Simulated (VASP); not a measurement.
# MoS2: accuracy against cost in the SCF threshold and SCF solver

A convergence test on MoS2: the SCF threshold and SCF solver. The series runs use LDA. The SCF threshold tried: EDIFF = 0.01; EDIFF = 0.001; EDIFF = 1E-04; EDIFF = 1E-05; EDIFF = 1E-06; EDIFF = 1E-08. The SCF solver tried: ALGO = Normal; ALGO = Fast; ALGO = VeryFast; ALGO = All; ALGO = Damped; AMIX = 0.1, BMIX = 0.01; AMIX = 0.8; IMIX = 1, AMIX = 0.2. The start is a cell from a database of measured crystal structures.

Method: LDA; plane waves and PAW (Mo_sv, S), in VASP 6.6.1.

The database entry behind the starting cell differs from later determinations by our own check (about 0.3 % long), so it need not match the best structure at ambient conditions.

## (1) The starting structure

It takes space group P6_3/mmc (No. 194, hexagonal). Conventional cell: a = 3.169 Å, b = 3.169 Å, c = 12.324 Å, α = 90.00°, β = 90.00°, γ = 120.00°. Nearest to Mo lie 6 S at 2.41 Å. Nearest to S lie 3 Mo at 2.41 Å. Farther neighbours and most contacts between anions are not listed.

## (2) SCF threshold: EDIFF = 0.01

EDIFF stops the electronic loop; forces need it tighter than energies do. LDA, the lowest rung, knows the local density alone.

INCAR

```
SYSTEM = MoS2
PREC = Accurate
ENCUT = 400
EDIFF = 0.01
NELM = 100
ISMEAR = -1
SIGMA = 0.05
LREAL = .FALSE.
ALGO = Normal
GGA = CA
NBANDS = 32
LASPH = .TRUE.
LORBIT = 11
LWAVE = .FALSE.
LCHARG = .FALSE.
KPAR = 4
ISIF = 2
```

POSCAR

```
MoS2
1.0
    3.1690000000      0.0000000000      0.0000000000
   -1.5845000000      2.7444345046      0.0000000000
    0.0000000000      0.0000000000     12.3240000000
Mo S
2 4
Direct
    0.3333333333      0.6666666667      0.2500000000
    0.6666666667      0.3333333333      0.7500000000
    0.3333333333      0.6666666667      0.6230000000
    0.6666666667      0.3333333333      0.1230000000
    0.3333333333      0.6666666667      0.8770000000
    0.6666666667      0.3333333333      0.3770000000
```

KPOINTS

```
Automatic mesh
0
Gamma
7 7 2
0 0 0
```

PAW data sets: Mo_sv and S (PBE family, release 64).

On the command line:

```console
$ mpirun -np 4 vasp_std
```

What it wrote:

```text
[banner, memory and clock lines left out]
running    4 mpi-ranks, on    1 nodes
 distrk:  each k-point on    1 cores,    4 groups
 distr:  one band on    1 cores,    1 groups

 POSCAR found type information on POSCAR MoS
 POSCAR found :  2 types and       6 ions
|                                                                             |
|               ----> ADVICE to this user running VASP <----                  |
|                                                                             |
|     You enforced a specific xc type in the INCAR file but a different       |
|     [... a line on the potential file left out ...]
|     I HOPE YOU KNOW WHAT YOU ARE DOING!                                     |
|                                                                             |

 LDA part: xc-table for (Slater(with rela. corr.)+CA(PZ))
 , standard interpolation
 POSCAR, INCAR and KPOINTS ok, starting setup
 FFT: planning ... GRIDC
 FFT: planning ... GRID_SOFT
 FFT: planning ... GRID
 WAVECAR not read
 entering main loop
       N       E                     dE             d eps       ncg     rms          rms(c)
DAV:   1     0.377064312249E+03    0.37706E+03   -0.26184E+04  1152   0.126E+03
DAV:   2    -0.322805912899E+02   -0.40934E+03   -0.39792E+03  1312   0.353E+02
DAV:   3    -0.517541658062E+02   -0.19474E+02   -0.19306E+02  1296   0.696E+01
DAV:   4    -0.521955522258E+02   -0.44139E+00   -0.44025E+00  1248   0.102E+01
DAV:   5    -0.522057233753E+02   -0.10171E-01   -0.10165E-01  1136   0.148E+00    0.353E+01
DAV:   6    -0.498972152579E+02    0.23085E+01   -0.20688E+01  1120   0.249E+01    0.120E+01
DAV:   7    -0.494384814156E+02    0.45873E+00   -0.95517E+00  1136   0.159E+01    0.813E+00
DAV:   8    -0.490501090349E+02    0.38837E+00   -0.14279E+00  1256   0.668E+00    0.299E+00
DAV:   9    -0.490545588453E+02   -0.44498E-02   -0.15789E-01  1232   0.191E+00    0.124E+00
DAV:  10    -0.490467324254E+02    0.78264E-02   -0.51675E-02  1024   0.135E+00
   1 F= -.49046732E+02 E0= -.49046730E+02  d E =-.512590E-05
```

Run time: 5.4 s. Hardware: 4 MPI ranks of AMD EPYC 9R45, shared host; peak memory 0.63 GiB; 19 s of CPU time.

The logs omit lines about the potential files and the build; timing stands in the text.

From OUTCAR (step 2):

```text
ion  position               nearest neighbor table
   1  0.333  0.667  0.250-   4 2.41   6 2.41   4 2.41   6 2.41   4 2.41   6 2.41
   2  0.667  0.333  0.750-   3 2.41   5 2.41   3 2.41   5 2.41   3 2.41   5 2.41
   3  0.333  0.667  0.623-   2 2.41   2 2.41   2 2.41
   4  0.667  0.333  0.123-   1 2.41   1 2.41   1 2.41
   5  0.333  0.667  0.877-   2 2.41   2 2.41   2 2.41
   6  0.667  0.333  0.377-   1 2.41   1 2.41   1 2.41

  LATTYP: Found a hexagonal cell.
 ALAT       =     3.1690000000
 C/A-ratio  =     3.8889239508

 Subroutine GETGRP returns: Found 24 space group operations
 (whereof 12 operations were pure point group operations)

The static configuration has the point symmetry D_3d.
 The point group associated with its full space group is D_6h.

 Found     16 irreducible k-points:

   k-points           NKPTS =     16   k-points in BZ     NKDIM =     16   number of bands    NBANDS=     32

   dimension x,y,z NGX =    24 NGY =   24 NGZ =   80
   dimension x,y,z NGXF=    48 NGYF=   48 NGZF=  160

   ENCUT  =  400.0 eV  29.40 Ry    5.42 a.u.   5.17  5.17 20.10*2*pi/ulx,y,z

   NELECT =      52.0000    total number of electrons

 k-points in reciprocal lattice and weights: Automatic mesh
   0.00000000  0.00000000  0.00000000       0.010
   0.14285714  0.00000000  0.00000000       0.061
   0.28571429  0.00000000  0.00000000       0.061
   0.42857143 -0.00000000  0.00000000       0.061
   0.14285714  0.14285714  0.00000000       0.061
   0.28571429  0.14285714  0.00000000       0.122
   0.42857143  0.14285714  0.00000000       0.061
   0.28571429  0.28571429  0.00000000       0.061
   0.00000000  0.00000000  0.50000000       0.010
[...]
0.42857143  0.14285714  0.50000000       0.061
   0.28571429  0.28571429  0.50000000       0.061

 average (electrostatic) potential at core
       1 -74.4850       2 -74.4850       3 -84.4832       4 -84.4832       5 -84.4832
       6 -84.4832

 E-fermi :   7.7071

 k-point     1 :       0.0000    0.0000    0.0000
  band No.  band energies     occupation
    ...
     22       5.1507      2.00000
     23       5.1507      2.00000
     24       6.0893      2.00000
     25       6.1138      2.00000
     26       7.2894      1.99953
     27       9.3767      0.00000
     28       9.3768      0.00000
     29       9.4042      0.00000
     30       9.4044      0.00000
     31       9.5495      0.00000
    ...

 k-point     2 :       0.1429    0.0000    0.0000
  band No.  band energies     occupation
    ...
     22       4.7204      2.00000
     23       5.2472      2.00000
     24       6.0927      2.00000
     25       6.2219      2.00000
     26       6.6976      2.00000
     27       8.9051      0.00000
     28       9.1253      0.00000
     29       9.2194      0.00000
     30       9.3425      0.00000
     31       9.3602      0.00000
    ...

 k-point     3 :       0.2857    0.0000    0.0000
  band No.  band energies     occupation
    ...
     22       4.9973      2.00000
     23       5.0857      2.00000
     24       5.4894      2.00000
     25       5.5793      2.00000
     26       5.7772      2.00000
     27       8.4802      0.00000
     28       8.8012      0.00000
     29       8.9993      0.00000
     30       9.3408      0.00000
     31       9.4726      0.00000
    ...

  Total       -4.0517945     -4.0517945     -4.1204956      0.0000000     -0.0000000      0.0000000
  in kB      -60.5663206    -60.5663206    -61.5932666      0.0000000     -0.0000000      0.0000000
  external PRESSURE =     -60.9086360 kB  Pullay stress =       0.0000000 kB

  energy-cutoff  :      400.00
  volume of cell :      107.18
      direct lattice vectors                 reciprocal lattice vectors
     3.169000000  0.000000000  0.000000000     0.315556958  0.182186895  0.000000000
    -1.584500000  2.744434505  0.000000000     0.000000000  0.364373789  0.000000000
     0.000000000  0.000000000 12.324000000     0.000000000  0.000000000  0.081142486

 POSITION                                       TOTAL-FORCE (eV/Angst)
 -----------------------------------------------------------------------------------
     -0.00000      1.82962      3.08100        -0.000000     -0.000000      0.000000
      1.58450      0.91481      9.24300         0.000000      0.000000      0.000000
     -0.00000      1.82962      7.67785        -0.000000      0.000000      0.395615
      1.58450      0.91481      1.51585         0.000000     -0.000000      0.395615
     -0.00000      1.82962     10.80815         0.000000      0.000000     -0.395615
      1.58450      0.91481      4.64615        -0.000000     -0.000000     -0.395615
 -----------------------------------------------------------------------------------
    total drift:                               -0.000000      0.000000     -0.000000

  FREE ENERGIE OF THE ION-ELECTRON SYSTEM (eV)
  ---------------------------------------------------
  free  energy   TOTEN  =       -49.0467324254 eV

  energy  without entropy=      -49.0467272995  energy(sigma->0) =      -49.04672986

 total charge
# of ion       s       p       d       tot
------------------------------------------
    1        2.294   6.220   3.966  12.480
    2        2.294   6.220   3.966  12.480
    3        1.354   2.309   0.000   3.663
    4        1.354   2.309   0.000   3.663
    5        1.354   2.309   0.000   3.663
    6        1.354   2.309   0.000   3.663
--------------------------------------------------
tot         10.005  21.675   7.932  39.612

[... 3 further parts left out ...]
```

The gap is read on the k-mesh alone, so it is an upper bound where the band edges lie off the mesh. Spin-orbit coupling is off here; it would split degenerate levels. The PAW data sets were made with PBE, though LDA sets exist; this is a small mismatch.

Numbers from this step:

```
SCF cycles                     : 10
electrons                      : 52
bands                          : 32
irreducible k-points           : 16
symmetry operations            : 24
free energy (TOTEN)            : -49.05 eV
Fermi energy                   : 7.707 eV
pressure                       : -6.091 GPa
metallic                       : no
valence top at k               : 0, 0, 0
conduction bottom at k         : 0.1429, 0.1429, 0
least direct gap at k          : 0.2857, 0.2857, 0
gap on the k-mesh              : 0.9328 eV
least direct gap on the k-mesh : 2.051 eV
```

The series starts at -8.1745 eV an atom and -6.09 GPa, after 10 cycles in 5.4 s.

## (3) SCF threshold: EDIFF = 0.001

Changes to INCAR since step 2:

```diff
@@ -3,3 +3,3 @@
 ENCUT = 400
-EDIFF = 0.01
+EDIFF = 0.001
 NELM = 100
```

POSCAR is that of step 2.

KPOINTS is that of step 2.

On the command line:

```console
$ mpirun -np 4 vasp_std
```

What it wrote:

```text
[banner, memory and clock lines left out]
running    4 mpi-ranks, on    1 nodes
[...]
[... a notice as in an earlier step ...]

 LDA part: xc-table for (Slater(with rela. corr.)+CA(PZ))
 , standard interpolation
 POSCAR, INCAR and KPOINTS ok, starting setup
[...]
entering main loop
       N       E                     dE             d eps       ncg     rms          rms(c)
[... 4 cycles as in an earlier step ...]
DAV:   5    -0.522057525754E+02   -0.10200E-01   -0.10194E-01  1264   0.148E+00    0.353E+01
DAV:   6    -0.498972041197E+02    0.23085E+01   -0.20687E+01  1120   0.249E+01    0.120E+01
DAV:   7    -0.494384700181E+02    0.45873E+00   -0.95514E+00  1136   0.159E+01    0.813E+00
DAV:   8    -0.490501092534E+02    0.38836E+00   -0.14278E+00  1256   0.668E+00    0.299E+00
DAV:   9    -0.490545948096E+02   -0.44856E-02   -0.15823E-01  1360   0.191E+00    0.124E+00
DAV:  10    -0.490467673165E+02    0.78275E-02   -0.51728E-02  1224   0.133E+00    0.322E-01
DAV:  11    -0.490465423836E+02    0.22493E-03   -0.20966E-03  1040   0.255E-01
   1 F= -.49046542E+02 E0= -.49046540E+02  d E =-.516810E-05
```

Wall time 6 s (4 MPI ranks); peak memory 0.62 GiB; 22 s of CPU time.

Parts of OUTCAR (step 3):

```text
  Total       -3.9121089     -3.9121089     -3.5570533      0.0000000      0.0000000      0.0000000
  in kB      -58.4782974    -58.4782974    -53.1709177      0.0000000      0.0000000      0.0000000
  external PRESSURE =     -56.7091709 kB  Pullay stress =       0.0000000 kB

 POSITION                                       TOTAL-FORCE (eV/Angst)
 -----------------------------------------------------------------------------------
     -0.00000      1.82962      3.08100        -0.000000     -0.000000      0.000000
      1.58450      0.91481      9.24300         0.000000      0.000000      0.000000
     -0.00000      1.82962      7.67785        -0.000000      0.000000      0.409137
      1.58450      0.91481      1.51585        -0.000000      0.000000      0.409137
     -0.00000      1.82962     10.80815         0.000000     -0.000000     -0.409137
      1.58450      0.91481      4.64615        -0.000000     -0.000000     -0.409137
 -----------------------------------------------------------------------------------
    total drift:                               -0.000000      0.000000     -0.000000

  FREE ENERGIE OF THE ION-ELECTRON SYSTEM (eV)
  ---------------------------------------------------
  free  energy   TOTEN  =       -49.0465423836 eV

  energy  without entropy=      -49.0465372155  energy(sigma->0) =      -49.04653980

[... 2 parts as in an earlier step ...]

[... 1 further part left out ...]
[key lines of the parts left out:]
E-fermi :   7.7050
```

Against the run before the energy moves by +0.03 meV an atom and the pressure by +0.42 GPa, after 11 cycles in 6 s.

## (4) SCF threshold: EDIFF = 1E-04

Changes to INCAR since step 3:

```diff
@@ -3,3 +3,3 @@
 ENCUT = 400
-EDIFF = 0.001
+EDIFF = 1E-04
 NELM = 100
```

POSCAR is that of step 3.

KPOINTS is that of step 3.

On the command line:

```console
$ mpirun -np 4 vasp_std
```

What it wrote:

```text
[... set-up lines as in an earlier step ...]
 entering main loop
       N       E                     dE             d eps       ncg     rms          rms(c)
[... 10 cycles as in an earlier step ...]
DAV:  11    -0.490465485597E+02    0.21876E-03   -0.21585E-03  1320   0.255E-01    0.202E-01
DAV:  12    -0.490464386598E+02    0.10990E-03   -0.34526E-04  1024   0.930E-02    0.947E-02
DAV:  13    -0.490464166057E+02    0.22054E-04   -0.12423E-04   776   0.617E-02
   1 F= -.49046417E+02 E0= -.49046414E+02  d E =-.508572E-05
```

Wall time 6.8 s (4 MPI ranks); peak memory 0.64 GiB.

Parts of OUTCAR (step 4):

```text
  Total       -3.6972893     -3.6972893     -3.3558449      0.0000000      0.0000000     -0.0000000
  in kB      -55.2671694    -55.2671694    -50.1632501      0.0000000      0.0000000     -0.0000000
  external PRESSURE =     -53.5658630 kB  Pullay stress =       0.0000000 kB

 POSITION                                       TOTAL-FORCE (eV/Angst)
 -----------------------------------------------------------------------------------
     -0.00000      1.82962      3.08100         0.000000      0.000000     -0.000000
      1.58450      0.91481      9.24300        -0.000000     -0.000000     -0.000000
     -0.00000      1.82962      7.67785         0.000000      0.000000      0.418611
      1.58450      0.91481      1.51585        -0.000000     -0.000000      0.418611
     -0.00000      1.82962     10.80815         0.000000      0.000000     -0.418611
      1.58450      0.91481      4.64615        -0.000000     -0.000000     -0.418611
 -----------------------------------------------------------------------------------
    total drift:                               -0.000000      0.000000     -0.000000

  FREE ENERGIE OF THE ION-ELECTRON SYSTEM (eV)
  ---------------------------------------------------
  free  energy   TOTEN  =       -49.0464166057 eV

  energy  without entropy=      -49.0464115200  energy(sigma->0) =      -49.04641406

[... 2 parts as in an earlier step ...]

[... 1 further part left out ...]
[key lines of the parts left out:]
E-fermi :   7.7033
```

Against the run before the energy moves by +0.02 meV an atom and the pressure by +0.31 GPa, after 13 cycles in 6.8 s.

## (5) SCF threshold: EDIFF = 1E-05

Changes to INCAR since step 4:

```diff
@@ -3,3 +3,3 @@
 ENCUT = 400
-EDIFF = 1E-04
+EDIFF = 1E-05
 NELM = 100
```

POSCAR is that of step 4.

KPOINTS is that of step 4.

On the command line:

```console
$ mpirun -np 4 vasp_std
```

What it wrote:

```text
[... set-up lines as in an earlier step ...]
 entering main loop
       N       E                     dE             d eps       ncg     rms          rms(c)
[... 11 cycles as in an earlier step ...]
DAV:  12    -0.490464390825E+02    0.10948E-03   -0.34949E-04  1264   0.930E-02    0.955E-02
DAV:  13    -0.490464188547E+02    0.20228E-04   -0.12833E-04  1368   0.580E-02    0.186E-02
DAV:  14    -0.490464201249E+02   -0.12702E-05   -0.79465E-06   808   0.171E-02
   1 F= -.49046420E+02 E0= -.49046418E+02  d E =-.509698E-05
```

The job ended after 7.6 s (4 MPI ranks; peak memory 0.63 GiB; 28 s of CPU time).

From OUTCAR (step 5):

```text
  Total       -3.7293441     -3.7293441     -3.3944436      0.0000000      0.0000000      0.0000000
  in kB      -55.7463250    -55.7463250    -50.7402239      0.0000000      0.0000000      0.0000000
  external PRESSURE =     -54.0776246 kB  Pullay stress =       0.0000000 kB

 POSITION                                       TOTAL-FORCE (eV/Angst)
 -----------------------------------------------------------------------------------
     -0.00000      1.82962      3.08100        -0.000000      0.000000      0.000000
      1.58450      0.91481      9.24300        -0.000000      0.000000      0.000000
     -0.00000      1.82962      7.67785         0.000000     -0.000000      0.416342
      1.58450      0.91481      1.51585        -0.000000      0.000000      0.416342
     -0.00000      1.82962     10.80815         0.000000     -0.000000     -0.416342
      1.58450      0.91481      4.64615        -0.000000      0.000000     -0.416342
 -----------------------------------------------------------------------------------
    total drift:                               -0.000000      0.000000     -0.000000

  FREE ENERGIE OF THE ION-ELECTRON SYSTEM (eV)
  ---------------------------------------------------
  free  energy   TOTEN  =       -49.0464201249 eV

  energy  without entropy=      -49.0464150280  energy(sigma->0) =      -49.04641758

[... 2 parts as in an earlier step ...]

[... 1 further part left out ...]
[key lines of the parts left out:]
E-fermi :   7.7039
```

Against the run before the energy stays within 0.01 meV an atom; the pressure moves by -0.05 GPa, after 14 cycles in 7.6 s.

## (6) SCF threshold: EDIFF = 1E-06

Changes to INCAR since step 5:

```diff
@@ -3,3 +3,3 @@
 ENCUT = 400
-EDIFF = 1E-05
+EDIFF = 1E-06
 NELM = 100
```

POSCAR is that of step 5.

KPOINTS is that of step 5.

On the command line:

```console
$ mpirun -np 4 vasp_std
```

What it wrote:

```text
[... set-up lines as in an earlier step ...]
 entering main loop
       N       E                     dE             d eps       ncg     rms          rms(c)
[... 13 cycles as in an earlier step ...]
DAV:  14    -0.490464202176E+02   -0.13629E-05   -0.88727E-06  1112   0.171E-02    0.248E-02
DAV:  15    -0.490464194220E+02    0.79554E-06   -0.15973E-06   936   0.844E-03
   1 F= -.49046419E+02 E0= -.49046417E+02  d E =-.509611E-05
```

Run time: 8 s. Hardware: 4 MPI ranks; peak memory 0.63 GiB.

Parts of OUTCAR (step 6):

```text
  Total       -3.7138493     -3.7138493     -3.3776827      0.0000000      0.0000000      0.0000000
  in kB      -55.5147087    -55.5147087    -50.4896822      0.0000000      0.0000000      0.0000000
  external PRESSURE =     -53.8396998 kB  Pullay stress =       0.0000000 kB

 POSITION                                       TOTAL-FORCE (eV/Angst)
 -----------------------------------------------------------------------------------
     -0.00000      1.82962      3.08100        -0.000000      0.000000      0.000000
      1.58450      0.91481      9.24300        -0.000000     -0.000000      0.000000
     -0.00000      1.82962      7.67785        -0.000000      0.000000      0.417150
      1.58450      0.91481      1.51585         0.000000     -0.000000      0.417150
     -0.00000      1.82962     10.80815         0.000000      0.000000     -0.417150
      1.58450      0.91481      4.64615         0.000000      0.000000     -0.417150
 -----------------------------------------------------------------------------------
    total drift:                               -0.000000      0.000000     -0.000000

  FREE ENERGIE OF THE ION-ELECTRON SYSTEM (eV)
  ---------------------------------------------------
  free  energy   TOTEN  =       -49.0464194220 eV

  energy  without entropy=      -49.0464143259  energy(sigma->0) =      -49.04641687

[... 2 parts as in an earlier step ...]

[... 1 further part left out ...]
[key lines of the parts left out:]
E-fermi :   7.7038
```

Against the run before the energy stays within 0.01 meV an atom; the pressure moves by +0.02 GPa, after 15 cycles in 8 s.

(Part 1 of 3 ends here.)

[Lines on the potential files, build, host, timing and source positions are cut from VASP's logs without a mark.]

[Logs are printed without paths, hosts, clocks, repeated set-up lines and the standing remarks that a program may print on its own settings, such as how far it seeks lower states.]

[Hosts, paths, dates, database ids (printed as entryN), source tags and the programs' standing remarks are cut or masked in the printed files.]

[A measured line is paired with the nearest computed mode of its activity, which favours agreement.]
